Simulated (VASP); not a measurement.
A run of VASP 6.6.1:

File INCAR:

```
SYSTEM = Li4In
ALGO     = Normal         ! electronic algorithm
EDIFF    = 1E-7           ! SCF threshold, eV
EDIFFG   = -0.04          ! ionic threshold
ENCUT    = 600            ! plane-wave cutoff, eV
GGA      = PE             ! functional
IBRION   = 2              ! ionic algorithm
ISIF     = 3              ! what is computed and relaxed
ISMEAR   = 0              ! smearing method
LASPH    = .True.         ! aspherical terms in the spheres
LCHARG   = .False.        ! write CHGCAR
LREAL    = .False.        ! projectors in reciprocal space
LWAVE    = .False.        ! write WAVECAR
NELM     = 100            ! most SCF steps
NSW      = 90             ! ionic steps
PREC     = Accurate       ! precision mode
SIGMA    = 0.1            ! smearing width, eV
```

KPOINTS

```
k-points
0
Gamma
  6 6 6
  0 0 0
```

Contents of POSCAR:

```
Li4In
1.0
   -2.6208825800      2.6208825800      2.6208825800
    2.6208825800     -2.6208825800      2.6208825800
    2.6208825800      2.6208825800     -2.6208825800
Li In
4 1
Direct
    0.0000000000      0.0000000000      0.5000000000
    0.0000000000      0.5000000000      0.0000000000
    0.5000000000      0.0000000000      0.0000000000
    0.5000000000      0.5000000000      0.5000000000
    0.0000000000      0.0000000000      0.0000000000
```

Potentials or basis: VASP PAW PBE potentials, release 64 (Li_sv, In_d).

Launch:

```console
$ cat potpaw_PBE.64/Li_sv/POTCAR potpaw_PBE.64/In_d/POTCAR > POTCAR
$ mpirun -np 1 vasp_std > vasp.out
```

Hardware: 1 thread of Intel(R) Xeon(R) 6975P-C (Granite Rapids), with other jobs on the host.

Problem. How long does it take, and how much memory?

Solution. It took 37 s on 1 thread of Intel(R) Xeon(R) 6975P-C (Granite Rapids), with other jobs on the host, peak memory 0.22 GiB. Counts: scf iterations 51, k points 16, ion steps 4.
